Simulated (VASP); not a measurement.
Computed with PBE GGA, VASP's PBE PAW potentials (set 64) (plane waves; VASP).

Input for VASP

**POSCAR**
```
Tc
2.740
  0.5000000000  -0.8660255474   0.0000000000
  0.5000000000   0.8660255474   0.0000000000
  0.0000000000   0.0000000000   1.6021897810
Tc
2
Cartesian
  0.5000000000   0.2886757598   0.4005474453
  0.5000000000  -0.2886757598   1.2016423358
```

**INCAR**
```
# general
SYSTEM   = Tc
PREC     = Accurate
ENCUT    = 300   # plane-wave cut-off (eV)
LREAL    = .FALSE.
LASPH    = .TRUE.   # aspherical one-centre terms

# electronic loop
EDIFF    = 1E-8   # SCF stop (eV)
NELM     = 100
ALGO     = Normal
LMAXMIX  = 4

# smearing
ISMEAR   = 0
SIGMA    = 0.2

# functional
GGA      = PE   # PBE

# ions
IBRION   = 8
NSW      = 1   # most ionic steps
ISIF     = 2   # forces and stress, cell fixed

# output
LWAVE    = .FALSE.
LCHARG   = .FALSE.

# other
LEPSILON = .FALSE.
```

### KPOINTS
```
Automatic mesh
0
G
14 14 8
0 0 0
```

POTCAR, in this order: Tc_pv (PBE.64 set). Program: vasp_std.

The run wrote:

**OSZICAR**
```
       N       E                     dE             d eps       ncg     rms          rms(c)
DAV:   1     0.219291535266E+03    0.21929E+03   -0.13009E+04  4537   0.106E+03
DAV:   2    -0.168892080376E+02   -0.23618E+03   -0.23386E+03  4536   0.363E+02
DAV:   3    -0.221142065004E+02   -0.52250E+01   -0.50684E+01  4927   0.625E+01
DAV:   4    -0.221601863930E+02   -0.45980E-01   -0.45745E-01  4474   0.544E+00
DAV:   5    -0.221606129578E+02   -0.42656E-03   -0.42647E-03  4622   0.476E-01    0.235E+01
DAV:   6    -0.208915508872E+02    0.12691E+01   -0.30577E+00  4322   0.173E+01    0.736E+00
DAV:   7    -0.207391665171E+02    0.15238E+00   -0.57601E-01  4651   0.677E+00    0.905E-01
DAV:   8    -0.207289945164E+02    0.10172E-01   -0.97244E-03  4218   0.105E+00    0.187E-01
DAV:   9    -0.207290119617E+02   -0.17445E-04   -0.27564E-04  4923   0.122E-01    0.190E-02
DAV:  10    -0.207290160965E+02   -0.41348E-05   -0.12844E-05  4321   0.309E-02    0.109E-02
DAV:  11    -0.207290155001E+02    0.59644E-06   -0.14105E-06  4241   0.120E-02    0.141E-03
DAV:  12    -0.207290156662E+02   -0.16615E-06   -0.97190E-08  4476   0.272E-03    0.138E-04
DAV:  13    -0.207290156962E+02   -0.29989E-07   -0.48328E-09  2095   0.579E-04    0.161E-04
DAV:  14    -0.207290157020E+02   -0.57757E-08   -0.57470E-10  2056   0.203E-04
   1 F= -.20729016E+02 E0= -.20709229E+02  d E =-.395737E-01
 Linear response reoptimize wavefunctions
DAV:   1    -0.207290157045E+02   -0.24979E-08   -0.82241E-11  2090   0.591E-05
DAV:   2    -0.207290157045E+02    0.16826E-10   -0.25120E-11  2054   0.255E-05
 Linear response DOF=           2
 Linear response progress:
  Degree of freedom:   1/  2
       N       E                     dE             d eps       ncg     rms          rms(c)
RMM:   1    -0.835829653218E+00   -0.83583E+00   -0.42440E+00 17482   0.443E+01
RMM:   2    -0.927347179538E+00   -0.91518E-01   -0.15274E-01 24743   0.333E+00    0.145E-01
RMM:   3    -0.924859689866E+00    0.24875E-02   -0.30369E-03 23382   0.471E-01    0.752E-02
RMM:   4    -0.922575706032E+00    0.22840E-02   -0.98498E-04 26767   0.263E-01    0.269E-02
RMM:   5    -0.922546350027E+00    0.29356E-04   -0.13966E-04 28504   0.814E-02    0.245E-02
RMM:   6    -0.922468093354E+00    0.78257E-04   -0.46987E-05 28066   0.366E-02    0.624E-03
RMM:   7    -0.922321009066E+00    0.14708E-03   -0.16105E-05 30447   0.124E-02    0.133E-03
RMM:   8    -0.922334575480E+00   -0.13566E-04   -0.11665E-05 33270   0.622E-03    0.677E-04
RMM:   9    -0.922350031656E+00   -0.15456E-04   -0.62586E-06 28664   0.221E-03    0.149E-04
RMM:  10    -0.922355682675E+00   -0.56510E-05   -0.15408E-06 33774   0.874E-04    0.530E-05
RMM:  11    -0.922356613228E+00   -0.93055E-06   -0.74149E-07 37852   0.362E-04    0.109E-05
RMM:  12    -0.922356751708E+00   -0.13848E-06   -0.44854E-07 42848   0.197E-04    0.498E-06
RMM:  13    -0.922356672462E+00    0.79247E-07   -0.21991E-07 42734   0.133E-04    0.178E-06
RMM:  14    -0.922356644320E+00    0.28141E-07   -0.11139E-07 43767   0.107E-04    0.878E-07
RMM:  15    -0.922356671272E+00   -0.26952E-07   -0.64350E-08 42574   0.937E-05    0.502E-07
RMM:  16    -0.922356698072E+00   -0.26799E-07   -0.37705E-08 42216   0.867E-05    0.651E-07
RMM:  17    -0.922356691761E+00    0.63109E-08   -0.11962E-08 39648   0.825E-05    0.410E-07
 Linear response progress:
  Degree of freedom:   2/  2
       N       E                     dE             d eps       ncg     rms          rms(c)
RMM:   1    -0.983683300351E+00   -0.98368E+00   -0.40649E+00  5972   0.448E+01
RMM:   2    -0.108680627389E+01   -0.10312E+00   -0.16646E-01  8292   0.346E+00    0.209E-01
RMM:   3    -0.108520692825E+01    0.15993E-02   -0.38573E-03  7887   0.486E-01    0.106E-01
RMM:   4    -0.108366364061E+01    0.15433E-02   -0.93889E-04  8905   0.239E-01    0.312E-02
RMM:   5    -0.108309330448E+01    0.57034E-03    0.30251E-04  9671   0.781E-02    0.121E-02
RMM:   6    -0.108291766340E+01    0.17564E-03    0.65021E-06 10293   0.254E-02    0.287E-03
RMM:   7    -0.108289798031E+01    0.19683E-04    0.19370E-04  9651   0.976E-03    0.218E-03
RMM:   8    -0.108291339030E+01   -0.15410E-04    0.59952E-05  9541   0.412E-03    0.417E-04
RMM:   9    -0.108291997600E+01   -0.65857E-05    0.19059E-05 11255   0.169E-03    0.205E-04
RMM:  10    -0.108292337270E+01   -0.33967E-05    0.80208E-06 10785   0.732E-04    0.346E-05
RMM:  11    -0.108292341839E+01   -0.45693E-07    0.47664E-06 12136   0.288E-04    0.147E-05
RMM:  12    -0.108292381061E+01   -0.39222E-06    0.15561E-06 12363   0.155E-04    0.345E-06
RMM:  13    -0.108292386913E+01   -0.58521E-07    0.62162E-07 12635   0.980E-05    0.148E-06
RMM:  14    -0.108292384491E+01    0.24215E-07    0.25375E-07 12088   0.736E-05    0.758E-07
RMM:  15    -0.108292383965E+01    0.52590E-08    0.78566E-09 11417   0.623E-05    0.361E-07
 Linear response finished
```

**OUTCAR**
```
------------------------ aborting loop because EDIFF is reached ----------------------------------------

   1 f  =    3.968693 THz    24.936031 2PiTHz  132.381334 cm-1    16.413186 meV
             X         Y         Z           dx          dy          dz
      1.370000  0.790972  1.097500     0.000000   -0.707107    0.000000
      1.370000 -0.790972  3.292500    -0.000000    0.707107    0.000000

   2 f  =    3.968692 THz    24.936027 2PiTHz  132.381312 cm-1    16.413184 meV
             X         Y         Z           dx          dy          dz
      1.370000  0.790972  1.097500    -0.707107   -0.000000    0.000000
      1.370000 -0.790972  3.292500     0.707107    0.000000    0.000000

   3 f  =    2.476475 THz    15.560153 2PiTHz   82.606323 cm-1    10.241874 meV
             X         Y         Z           dx          dy          dz
      1.370000  0.790972  1.097500     0.000000    0.000000   -0.707107
      1.370000 -0.790972  3.292500     0.000000    0.000000    0.707107

   4 f  =    0.000000 THz     0.000000 2PiTHz    0.000002 cm-1     0.000000 meV
             X         Y         Z           dx          dy          dz
      1.370000  0.790972  1.097500     0.651204   -0.275560    0.000000
      1.370000 -0.790972  3.292500     0.651204   -0.275560    0.000000

   5 f  =    0.000000 THz     0.000000 2PiTHz    0.000001 cm-1     0.000000 meV
             X         Y         Z           dx          dy          dz
      1.370000  0.790972  1.097500    -0.275560   -0.651204    0.000000
      1.370000 -0.790972  3.292500    -0.275560   -0.651204    0.000000

   6 f/i=    0.000000 THz     0.000000 2PiTHz    0.000000 cm-1     0.000000 meV
             X         Y         Z           dx          dy          dz
      1.370000  0.790972  1.097500     0.000000    0.000000    0.707107
      1.370000 -0.790972  3.292500     0.000000    0.000000    0.707107

 ELASTIC MODULI CONTR FROM IONIC RELAXATION (kBar)
 Direction    XX          YY          ZZ          XY          YZ          ZX
 --------------------------------------------------------------------------------
 XX        -279.2035    279.2036      0.0000      0.0000     -0.0000      0.0000
 YY         279.2036   -279.2037     -0.0000     -0.0000      0.0000      0.0000
 ZZ           0.0000     -0.0000     -0.0000     -0.0000     -0.0000      0.0000
 XY           0.0000     -0.0000     -0.0000   -279.2036     -0.0000      0.0000
 YZ          -0.0000      0.0000     -0.0000     -0.0000     -0.0000      0.0000
 ZX           0.0000      0.0000      0.0000      0.0000      0.0000      0.0000
 --------------------------------------------------------------------------------
```
(Selected blocks of OUTCAR.)

### OUTCAR
```
 val. band max:       12.6813641509   @ k =   0.2143  -0.0000   0.2500

 cond. band min:      12.6888847809   @ k =   0.4286   0.0714   0.1250


 Fermi energy:        12.6841954051

 k-point     1 :       0.0000    0.0000    0.0000
  band No.  band energies     occupation
      1     -26.7489      2.00000
      2     -25.6349      2.00000
      3     -25.6349      2.00000
      4     -25.4458      2.00000
      5     -25.4458      2.00000
      6     -25.4016      2.00000
      7       5.3624      2.00000
      8       7.2623      2.00000
      9      11.1475      2.00000
     10      11.1475      2.00000
     11      11.2276      2.00000
     12      11.8698      2.00000
     13      11.8698      2.00000
     14      12.5697      1.58175
     15      12.5697      1.58163
     16      14.3911      0.00000
     17      15.2454      0.00000

 k-point     2 :       0.0714    0.0000    0.0000
  band No.  band energies     occupation
      1     -26.7280      2.00000
      2     -25.6823      2.00000
      3     -25.6503      2.00000
      4     -25.4952      2.00000
      5     -25.4526      2.00000
      6     -25.4113      2.00000
      7       5.5551      2.00000
      8       7.4190      2.00000
      9      10.7531      2.00000
     10      11.3122      2.00000
     11      11.5627      2.00000
     12      11.7715      2.00000
     13      12.0232      2.00000
     14      12.3253      1.98885
     15      12.4388      1.91731
     16      13.3850      0.00000
     17      15.3282      0.00000

 k-point     3 :       0.1429    0.0000    0.0000
  band No.  band energies     occupation
      1     -26.6678      2.00000
      2     -25.8152      2.00000
      3     -25.6929      2.00000
      4     -25.6310      2.00000
      5     -25.4721      2.00000
      6     -25.4386      2.00000
      7       6.0957      2.00000
      8       7.8178      2.00000
      9      10.2724      2.00000
     10      11.3992      2.00000
     11      11.4759      2.00000
...
```

At this cut-off the stress carries a Pulay error, which pulls relaxed volumes low.

The structure is a typed Tc crystal (P6_3/mmc). The cell was not relaxed at this level. The run is one of a series of settings (EDIFF = 1E-8, IBRION = 8, LEPSILON = .FALSE., NSW = 1 against the base run), some of them coarse on purpose.
